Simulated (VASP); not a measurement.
VASP input:

**KPOINTS**
```
Automatic mesh
0
Gamma
12 12 12
0 0 0
```

### POSCAR
```
HgS
4.1900370
  0.0000000000   0.7071068654   0.7071068654
  0.7071068654   0.0000000000   0.7071068654
  0.7071068654   0.7071068654   0.0000000000
Hg S
1 1
Direct
  0.0000000000   0.0000000000   0.0000000000
  0.2500000000   0.2500000000   0.2500000000
```

**INCAR**
```
! general
SYSTEM   =  HgS
PREC     =  Accurate
ENCUT    =  520
LREAL    =  .False.
LASPH    =  .True.

! electronic loop
EDIFF    =  1E-7
NELM     =  100
ALGO     =  Normal
LMAXMIX  =  6

! smearing
ISMEAR   =  -5

! functional
GGA      =  PE
IVDW     =  12

! ions
ISIF     =  2

! output
LWAVE    =  .False.
LCHARG   =  .True.
LORBIT   =  11
NEDOS    =  601
```

POTCAR, in this order: Hg S (PBE.64 set). Program: vasp_std.

Translate this PBE-D3(BJ) calculation to Ansatz.

One equivalent input (not run):
Ansatz 0.2 input:
```yaml
crystal:
  lattice:
    - [0.0000000, 2.9628039, 2.9628039]
    - [2.9628039, 0.0000000, 2.9628039]
    - [2.9628039, 2.9628039, 0.0000000]
  atoms:
    - { symbol: Hg, position: [0.0000000, 0.0000000, 0.0000000] }
    - { symbol: S, position: [0.2500000, 0.2500000, 0.2500000] }
kpoints:
  mp_grid: { grid: [12, 12, 12] }
hamiltonian:
  xc: pbe
  dispersion: d3bj
  pseudopotentials: { kind: paw }
scf:
  occupations: { method: tetrahedron }
  max_iter: 100
output: { forces: true, stress: true, eigenvalues: true }
```
What does not carry over: each code has its own PAW files, so the cut-off isn't converted (ENCUT is set for VASP's; basis.ecutwfc is left out, and Ansatz then takes the one that its files recommend); Ansatz stops its SCF on the density residual and VASP on the energy change (EDIFF).

The compound is HgS in the zinc blende structure, metacinnabar; cinnabar is the stable form. It was relaxed first.
